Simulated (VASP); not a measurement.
Calculation: revPBE GGA, VASP's PBE PAW potentials (set 64) (plane waves; VASP). For the first row: Run with 520 eV cut-off, 9×9×9 Γ-centred mesh, Gaussian smearing of 0.050 eV, potentials Na_pv H.

```
system           energy (eV/atom)
---------------  ----------------
NaH (rock salt)           -2.4934
Na atom                   -0.2207
H atom                    -1.2010
```

Atoms are spin-polarised in a large box without symmetry, with the spin fixed by Hund's rule, and may not be in the lowest state of each functional; no zero-point energy is added.

### Question
What is the cohesive energy per atom of NaH?

### Answer
The references average (1×(-0.2207) + 1×(-1.2010))/2 = -0.7108 eV, so the cohesive energy is -0.7108 − (-2.4934) = 1.783 eV/atom.
